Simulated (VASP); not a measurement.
Output of a VASP run:

### OSZICAR
```
...
       N       E                     dE             d eps       ncg     rms          rms(c)
DAV:   1    -0.313229514869E+03    0.24432E-02   -0.17370E+00  1568   0.244E+00    0.234E-01
RMM:   2    -0.313233508692E+03   -0.39938E-02   -0.42553E-02  1569   0.383E-01    0.170E-01
RMM:   3    -0.313233654382E+03   -0.14569E-03   -0.47529E-03  1567   0.141E-01    0.109E-01
RMM:   4    -0.313233646734E+03    0.76487E-05   -0.58516E-04  1553   0.505E-02    0.700E-02
RMM:   5    -0.313233615770E+03    0.30964E-04   -0.17198E-04  1469   0.253E-02    0.492E-02
RMM:   6    -0.313233606739E+03    0.90310E-05   -0.43532E-05  1111   0.124E-02
  15 F= -.31323361E+03 E0= -.31322658E+03  d E =-.165051E-02  mag=     1.0000
       N       E                     dE             d eps       ncg     rms          rms(c)
DAV:   1    -0.313233001789E+03    0.61398E-03   -0.28989E-01  1696   0.998E-01    0.101E-01
RMM:   2    -0.313233665935E+03   -0.66415E-03   -0.71124E-03  1570   0.156E-01    0.758E-02
RMM:   3    -0.313233689735E+03   -0.23801E-04   -0.80023E-04  1562   0.579E-02    0.468E-02
RMM:   4    -0.313233689441E+03    0.29473E-06   -0.99246E-05  1363   0.208E-02
  16 F= -.31323369E+03 E0= -.31322662E+03  d E =-.173321E-02  mag=     1.0000
       N       E                     dE             d eps       ncg     rms          rms(c)
DAV:   1    -0.313232072694E+03    0.16170E-02   -0.13711E+00  1568   0.213E+00    0.185E-01
RMM:   2    -0.313234773392E+03   -0.27007E-02   -0.28717E-02  1580   0.309E-01    0.109E-01
RMM:   3    -0.313234927994E+03   -0.15460E-03   -0.33543E-03  1560   0.113E-01    0.841E-02
RMM:   4    -0.313234933561E+03   -0.55678E-05   -0.40536E-04  1541   0.405E-02    0.612E-02
RMM:   5    -0.313234909404E+03    0.24158E-04   -0.82970E-05  1277   0.185E-02    0.365E-02
RMM:   6    -0.313234907169E+03    0.22347E-05   -0.43288E-05  1083   0.104E-02
  17 F= -.31323491E+03 E0= -.31322792E+03  d E =-.121773E-02  mag=     1.0000
       N       E                     dE             d eps       ncg     rms          rms(c)
DAV:   1    -0.313231621443E+03    0.32880E-02   -0.16953E+00  1568   0.237E+00    0.216E-01
RMM:   2    -0.313235050540E+03   -0.34291E-02   -0.36383E-02  1584   0.346E-01    0.153E-01
RMM:   3    -0.313235211254E+03   -0.16071E-03   -0.41419E-03  1561   0.126E-01    0.109E-01
RMM:   4    -0.313235208121E+03    0.31323E-05   -0.46774E-04  1547   0.451E-02    0.614E-02
RMM:   5    -0.313235198054E+03    0.10067E-04   -0.16795E-04  1435   0.232E-02    0.688E-02
RMM:   6    -0.313235173877E+03    0.24177E-04   -0.44421E-05  1095   0.122E-02    0.176E-02
RMM:   7    -0.313235177769E+03   -0.38917E-05   -0.11954E-05   935   0.708E-03
  18 F= -.31323518E+03 E0= -.31322816E+03  d E =-.148833E-02  mag=     1.0000
       N       E                     dE             d eps       ncg     rms          rms(c)
DAV:   1    -0.313233783564E+03    0.13903E-02   -0.10273E+00  1568   0.183E+00    0.165E-01
RMM:   2    -0.313235890636E+03   -0.21071E-02   -0.22440E-02  1577   0.274E-01    0.998E-02
RMM:   3    -0.313236020264E+03   -0.12963E-03   -0.26759E-03  1569   0.101E-01    0.874E-02
RMM:   4    -0.313236020065E+03    0.19906E-06   -0.31911E-04  1531   0.360E-02    0.464E-02
RMM:   5    -0.313236007379E+03    0.12686E-04   -0.82373E-05  1266   0.172E-02    0.471E-02
RMM:   6    -0.313235996487E+03    0.10892E-04   -0.32206E-05  1027   0.951E-03    0.180E-02
RMM:   7    -0.313235998067E+03   -0.15795E-05   -0.84043E-06   911   0.589E-03
  19 F= -.31323600E+03 E0= -.31322890E+03  d E =-.820298E-03  mag=     1.0000
```

**OUTCAR**
```
------------------------ aborting loop because EDIFF is reached ----------------------------------------
  FORCE on cell =-STRESS in cart. coord.  units (eV):
  Direction    XX          YY          ZZ          XY          YZ          ZX
  --------------------------------------------------------------------------------------
  Total      -19.5469553    -20.0603961    -23.5222370      0.8711102     -0.0832320     -0.1368494
  in kB      -35.1086999    -36.0309019    -42.2487875      1.5646195     -0.1494948     -0.2457981
  external PRESSURE =     -37.7961298 kB  Pullay stress =       0.0000000 kB
  volume of cell :      892.02
      direct lattice vectors                 reciprocal lattice vectors
     4.932320697 -8.543031406  0.000000000     0.101372159 -0.058527234  0.000000000
     4.932320697  8.543031406  0.000000000     0.101372159  0.058527234  0.000000000
     0.000000000  0.000000000 10.584775434     0.000000000  0.000000000  0.094475316
  FREE ENERGIE OF THE ION-ELECTRON SYSTEM (eV)
  ---------------------------------------------------
  free  energy   TOTEN  =      -313.2359980666 eV

  energy  without entropy=     -313.2217955370  energy(sigma->0) =     -313.22889680

 total charge

# of ion       s       p       d       tot
------------------------------------------
    1        0.447   0.467   9.884  10.797
    2        0.444   0.462   9.892  10.797
    3        0.447   0.467   9.890  10.804
    4        0.452   0.477   9.885  10.814
    5        0.442   0.459   9.892  10.792
    6        0.442   0.457   9.892  10.790
    7        0.441   0.456   9.891  10.789
    8        0.443   0.459   9.891  10.794
    9        0.442   0.458   9.891  10.791
   10        0.444   0.462   9.893  10.799
   11        0.441   0.455   9.891  10.786
   12        0.449   0.471   9.887  10.807
   13        0.446   0.467   9.884  10.797
   14        0.437   0.446   9.888  10.771
   15        0.446   0.467   9.890  10.803
   16        0.440   0.439   9.892  10.770
   17        0.444   0.462   9.893  10.799
   18        0.447   0.469   9.893  10.809
   19        0.443   0.445   9.894  10.782
   20        0.440   0.455   9.890  10.786
   21        0.444   0.462   9.892  10.798
   22        0.442   0.458   9.892  10.792
   23        0.449   0.470   9.887  10.806
   24        0.440   0.454   9.887  10.781
   25        0.444   0.462   9.892  10.797
   26        0.442   0.459   9.890  10.791
   27        0.452   0.477   9.884  10.813
   28        0.442   0.459   9.892  10.793
   29        0.444   0.462   9.893  10.799
   30        0.441   0.456   9.891  10.788
   31        0.443   0.445   9.894  10.782
   32        0.440   0.455   9.891  10.786
   33        0.441   0.456   9.891  10.787
   34        0.442   0.458   9.892  10.792
   35        0.440   0.454   9.887  10.780
   36        1.579   3.430   0.000   5.010
   37        1.572   3.457   0.000   5.030
   38        1.573   3.460   0.000   5.033
   39        1.571   3.461   0.000   5.031
   40        1.571   3.464   0.000   5.035
   41        1.571   3.461   0.000   5.032
   42        1.571   3.463   0.000   5.033
   43        1.571   3.458   0.000   5.029
   44        1.571   3.459   0.000   5.030
   45        1.571   3.461   0.000   5.032
   46        1.571   3.460   0.000   5.031
   47        1.570   3.462   0.000   5.032
   48        1.579   3.430   0.000   5.010
...
```
(Selected blocks of OUTCAR.)

POSCAR:
```
Zn35FO35
1
    4.9323206973    -8.5430314063     0.0000000000
    4.9323206973     8.5430314063     0.0000000000
    0.0000000000     0.0000000000    10.5847754337
Zn O F
35 35 1
Direct
  0.2222220000   0.1111110000   0.2500000000
  0.1111110000   0.2222220000   0.0000000000
  0.2222220000   0.1111110000   0.7500000000
  0.1111110000   0.2222220000   0.5000000000
  0.2222220000   0.4444440000   0.2500000000
  0.1111110000   0.5555560000   0.0000000000
  0.2222220000   0.4444440000   0.7500000000
  0.1111110000   0.5555560000   0.5000000000
  0.2222220000   0.7777780000   0.2500000000
  0.1111110000   0.8888890000   0.0000000000
  0.2222220000   0.7777780000   0.7500000000
  0.1111110000   0.8888890000   0.5000000000
  0.5555560000   0.1111110000   0.2500000000
  0.4444440000   0.2222220000   0.0000000000
  0.5555560000   0.1111110000   0.7500000000
  0.5555560000   0.4444440000   0.2500000000
  0.4444440000   0.5555560000   0.0000000000
  0.5555560000   0.4444440000   0.7500000000
  0.4444440000   0.5555560000   0.5000000000
  0.5555560000   0.7777780000   0.2500000000
  0.4444440000   0.8888890000   0.0000000000
  0.5555560000   0.7777780000   0.7500000000
  0.4444440000   0.8888890000   0.5000000000
  0.8888890000   0.1111110000   0.2500000000
  0.7777780000   0.2222220000   0.0000000000
  0.8888890000   0.1111110000   0.7500000000
  0.7777780000   0.2222220000   0.5000000000
  0.8888890000   0.4444440000   0.2500000000
  0.7777780000   0.5555560000   0.0000000000
  0.8888890000   0.4444440000   0.7500000000
  0.7777780000   0.5555560000   0.5000000000
  0.8888890000   0.7777780000   0.2500000000
  0.7777780000   0.8888890000   0.0000000000
  0.8888890000   0.7777780000   0.7500000000
  0.7777780000   0.8888890000   0.5000000000
  0.2228780000   0.1087840000   0.4370080000
  0.1111110000   0.2222220000   0.1910000000
  0.2222220000   0.1111110000   0.9410000000
  0.1111110000   0.2222220000   0.6910000000
  0.2222220000   0.4444440000   0.4410000000
  0.1111110000   0.5555560000   0.1910000000
  0.2222220000   0.4444440000   0.9410000000
  0.1111110000   0.5555560000   0.6910000000
  0.2222220000   0.7777780000   0.4410000000
  0.1111110000   0.8888890000   0.1910000000
  0.2222220000   0.7777780000   0.9410000000
  0.1111110000   0.8888890000   0.6910000000
  0.5559120000   0.1106390000   0.4432530000
  0.4444440000   0.2222220000   0.1910000000
  0.5555560000   0.1111110000   0.9410000000
  0.4460980000   0.2213810000   0.6871910000
  0.4444440000   0.5555560000   0.1910000000
  0.5555560000   0.4444440000   0.9410000000
  0.4444440000   0.5555560000   0.6910000000
  0.5555560000   0.7777780000   0.4410000000
  0.4444440000   0.8888890000   0.1910000000
  0.5555560000   0.7777780000   0.9410000000
  0.4444440000   0.8888890000   0.6910000000
  0.8888890000   0.1111110000   0.4410000000
  0.7777780000   0.2222220000   0.1910000000
  0.8888890000   0.1111110000   0.9410000000
  0.7777780000   0.2222220000   0.6910000000
  0.8888890000   0.4444440000   0.4410000000
  0.7777780000   0.5555560000   0.1910000000
  0.8888890000   0.4444440000   0.9410000000
  0.7777780000   0.5555560000   0.6910000000
  0.8888890000   0.7777780000   0.4410000000
  0.7777780000   0.8888890000   0.1910000000
  0.8888890000   0.7777780000   0.9410000000
  0.7777780000   0.8888890000   0.6910000000
  0.5596100000   0.4456830000   0.4371690000
```

### Question
Reconstruct the remaining input files.

### Answer
Several could match; the one computed here: the input of the run itself, PBE GGA, plane waves, VASP's PBE PAW potentials (set 64).

**KPOINTS**
```
Automatic mesh
0
Gamma
1 1 1
0 0 0
```

**INCAR**
```
# general
SYSTEM  = Zn35FO35
PREC    = Normal
ENCUT   = 400
LREAL   = Auto   # projection in real space or not
LASPH   = .True.
ISYM    = 0

# electronic loop
EDIFF   = 1E-5   # SCF stop (eV)
NELM    = 100
NELMIN  = 4
ALGO    = Fast
LMAXMIX = 4

# smearing
ISMEAR  = 0   # Gaussian
SIGMA   = 0.05   # width (eV)

# functional
GGA     = PE   # PBE

# spin
ISPIN   = 2
MAGMOM  = 71*0.0141
NUPDOWN = 1

# ions
IBRION  = 2
NSW     = 70   # most ionic steps
ISIF    = 2   # forces and stress, cell fixed
EDIFFG  = -0.03   # ionic stop

# output
LWAVE   = .True.
LCHARG  = .False.
LORBIT  = 10
```

POTCAR, in this order: Zn O F (PBE.64 set). Program: vasp_gam.

At this cut-off the stress carries a Pulay error, which pulls relaxed volumes low. The supercell is sampled at Γ alone, which is coarse: total energies, pressure and levels can be off, energies of defects by several tenths of an eV.

The cell is a supercell with a defect, built from ZnO (wurtzite): F_O-vac_Zn.
